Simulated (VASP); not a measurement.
# YB6 with LDA: from relaxation to properties, part 2 of 2

Wanted: the relaxed cell of YB6 and its properties. The start is a computed cell from the Materials Project.

VASP 6.6.1; LDA; plane waves and PAW (Y_sv, B).

Still holding for the runs below: This run has no spin polarisation. Its electron count is odd, so without a moment it is a metal by construction.

So far. Step 10 (Volume scan with LDA, volume scale 0.98): The run ends at a pressure of 3.93 GPa, with forces up to 0.083 eV/Å.

## Step 11: Volume scan with LDA, volume scale 1

File INCAR:

```
SYSTEM = YB6
PREC = Accurate
ENCUT = 420
EDIFF = 1E-06
NELM = 100
ISMEAR = 0
SIGMA = 0.05
LREAL = .FALSE.
ALGO = Normal
GGA = CA
NBANDS = 21
LASPH = .TRUE.
LORBIT = 11
LWAVE = .FALSE.
LCHARG = .FALSE.
KPAR = 4
ISIF = 2
```

File POSCAR:

```
YB6
1.0
    4.0432794235      0.0000000000      0.0000000000
    0.0000000000      4.0432794235      0.0000000000
    0.0000000000      0.0000000000      4.0432794235
Y B
1 6
Direct
    0.0000000000      0.0000000000      0.0000000000
    0.8009732135      0.5000000000      0.5000000000
    0.1990267865      0.5000000000      0.5000000000
    0.5000000000      0.5000000000      0.8009732135
    0.5000000000      0.5000000000      0.1990267865
    0.5000000000      0.1990267865      0.5000000000
    0.5000000000      0.8009732135      0.5000000000
```

File KPOINTS:

```
Automatic mesh
0
Gamma
6 6 6
0 0 0
```

Potentials, in the order of the species: Y_sv and B (LDA family, release 64).

On the command line:

```sh
$ mpirun -np 4 vasp_std
```

It took 5.8 s on 4 MPI ranks of Intel Xeon 6975P-C (Granite Rapids), shared host; peak memory 0.6 GiB.

The pressure falls from 3.93 to -0.04 GPa.

The run ends at a pressure of -0.04 GPa, with forces up to 6.4e-4 eV/Å.

## Step 12: Volume scan with LDA, volume scale 1.02

INCAR is that of step 11.

Changes to POSCAR since step 11:

```diff
@@ -2,5 +2,5 @@
 1.0
-    4.0432794235      0.0000000000      0.0000000000
-    0.0000000000      4.0432794235      0.0000000000
-    0.0000000000      0.0000000000      4.0432794235
+    4.0700568888      0.0000000000      0.0000000000
+    0.0000000000      4.0700568888      0.0000000000
+    0.0000000000      0.0000000000      4.0700568888
 Y B
```

KPOINTS is that of step 11.

On the command line:

```sh
$ mpirun -np 4 vasp_std
```

Elapsed: 7 s, on 4 MPI ranks; peak memory 0.58 GiB; 24 s of CPU time.

The pressure falls from -0.04 to -3.62 GPa.

The run ends at a pressure of -3.62 GPa, with forces up to 0.075 eV/Å.

## Step 13: Volume scan with LDA, volume scale 1.04

INCAR is that of step 12.

Changes to POSCAR since step 12:

```diff
@@ -2,5 +2,5 @@
 1.0
-    4.0700568888      0.0000000000      0.0000000000
-    0.0000000000      4.0700568888      0.0000000000
-    0.0000000000      0.0000000000      4.0700568888
+    4.0964865702      0.0000000000      0.0000000000
+    0.0000000000      4.0964865702      0.0000000000
+    0.0000000000      0.0000000000      4.0964865702
 Y B
```

KPOINTS is that of step 12.

On the command line:

```sh
$ mpirun -np 4 vasp_std
```

Wall time 6.8 s (4 MPI ranks); peak memory 0.6 GiB.

The pressure falls from -3.62 to -6.92 GPa.

The run ends at a pressure of -6.92 GPa, with forces up to 0.15 eV/Å.

## Step 14: Volume scan with LDA, volume scale 1.06

A prediction first. A parabola through the 6 pressures of evenly scaled cells so far, P = -0.03 -189.0 t +347 t² GPa with t = ln(V/V₁) and V₁ the volume at scale 1, gives -9.86 GPa at t = +0.0583.

INCAR is that of step 13.

Changes to POSCAR since step 13:

```diff
@@ -2,5 +2,5 @@
 1.0
-    4.0964865702      0.0000000000      0.0000000000
-    0.0000000000      4.0964865702      0.0000000000
-    0.0000000000      0.0000000000      4.0964865702
+    4.1225795448      0.0000000000      0.0000000000
+    0.0000000000      4.1225795448      0.0000000000
+    0.0000000000      0.0000000000      4.1225795448
 Y B
```

KPOINTS is that of step 13.

On the command line:

```sh
$ mpirun -np 4 vasp_std
```

The job ended after 6.6 s (4 MPI ranks; peak memory 0.59 GiB).

The pressure falls from -6.92 to -9.92 GPa. The parabola predicted -9.86 GPa, +0.06 GPa off.

## Step 15: The series together

Times are for 4 MPI ranks of Intel Xeon 6975P-C (Granite Rapids), shared host. Results by setting:

```
no.  volume scale  energy above the lowest point (meV/atom)  pressure (GPa)   time  memory (GiB)
  1          0.94                                     22.01           13.00  6.8 s           0.6
  2          0.96                                      9.49           8.248  6.6 s          0.59
  3          0.98                                      2.31           3.928    6 s           0.6
  4             1                                         0        -0.03535  5.8 s           0.6
  5          1.02                                      2.14          -3.624    7 s          0.58
  6          1.04                                      8.34          -6.918  6.8 s           0.6
  7          1.06                                     18.26          -9.923  6.6 s          0.59
```

## Step 16: Fit for LDA

This step: Birch-Murnaghan fit, LDA; plane waves and PAW (VASP 6.6.1).

Derived from the runs above.

This step gave:

* pressure derivative of the bulk modulus: 3.547
* r.m.s. error of the fit: 1.17e-6 eV/atom
* minimum inside the sampled range: yes
* bulk modulus: 188.5 GPa
* equilibrium volume of the fit: 9.444 Å³/atom

Energy above the fitted minimum against volume:

```
volume (Å³/atom)  energy above the fitted minimum (eV/atom)
           8.876                                     0.0220
           9.065                                    0.00949
           9.254                                    0.00231
           9.443                                    -2.2e-6
           9.632                                    0.00214
           9.821                                    0.00834
          10.009                                     0.0183
```

The fitted volume lies +0.01 % from the relaxed one. The atoms bear forces along the scan, since they were held; freeing them would lower the modulus.

## Step 17: Relaxing the atoms (LDA), changed input

This step: LDA; plane waves and PAW (Y_sv, B) (VASP 6.6.1).

This run is made with a changed input; what comes of it follows.

File INCAR:

```
SYSTEM = YB6
PREC = Normal
ENCUT = 250
EDIFF = 1E-06
NELM = 85
ISMEAR = 0
SIGMA = 0.05
LREAL = .FALSE.
ALGO = Normal
GGA = CA
NBANDS = 21
LASPH = .TRUE.
LORBIT = 11
LWAVE = .FALSE.
LCHARG = .FALSE.
KPAR = 4
IBRION = 2
NSW = 30
ISIF = 2
EDIFFG = -0.01
```

Changes to POSCAR since step 14:

```diff
@@ -2,5 +2,5 @@
 1.0
-    4.1225795448      0.0000000000      0.0000000000
-    0.0000000000      4.1225795448      0.0000000000
-    0.0000000000      0.0000000000      4.1225795448
+    4.0432794235      0.0000000000      0.0000000000
+    0.0000000000      4.0432794235      0.0000000000
+    0.0000000000      0.0000000000      4.0432794235
 Y B
```

KPOINTS is that of step 14.

On the command line:

```sh
$ mpirun -np 4 vasp_std
```

Wall time 5.2 s (4 MPI ranks); peak memory 0.46 GiB.

The run converged, but on settings that are not sound, so its numbers are not to be trusted.

The fault in the input: cutoff too low (ENCUT = 250 and PREC = "Normal"). Raise ENCUT.

## Step 18: Outcome

| Quantity | Value |
| --- | --- |
| relaxed volume | 9.443 Å³/atom |
| relaxed conventional cell a, b, c | 4.043, 4.043, 4.043 Å |
| space group after relaxing, within 0.02 Å | Pm-3m (No. 221) |
| band gap | none, a metal |
| DOS at the Fermi level | 0.829 states/eV/cell |
| highest zone-centre mode | 1390 cm⁻¹ |
| bulk modulus from the fit | 189 GPa |
| volume from the fit | 9.44 Å³/atom |

**Reading.** With LDA, YB6 relaxes to 9.443 Å³/atom in space group Pm-3m (held by the symmetry of the run), comes out as a metal and has a bulk modulus of 189 GPa at fixed shape and positions, an upper bound. Band structure (LDA): Of the bands kept, 1 crosses the Fermi level on this path. Zone-centre phonons (LDA): The highest mode in this list at Γ, 1390.5 cm⁻¹, is mostly motion of B (100 % of the kinetic energy). Spin-orbit coupling is left out; it would split some degenerate bands. With an odd electron count and no spin the cell is a metal by construction. Modes at Γ alone can't show that the crystal is stable at other wave vectors. No search among competing phases was made, and a listed structure need not be the one stable at ambient conditions. All values are for a static lattice at zero temperature.

[Lines on the potential files, build, host, timing and source positions are cut from VASP's logs without a mark.]

[Logs are printed without paths, hosts, clocks, repeated set-up lines and the standing remarks that a program may print on its own settings, such as how far it seeks lower states.]

[Hosts, paths, dates, database ids (printed as entryN), source tags and the programs' standing remarks are cut or masked in the printed files.]

[A measured line is paired with the nearest computed mode of its activity, which favours agreement.]
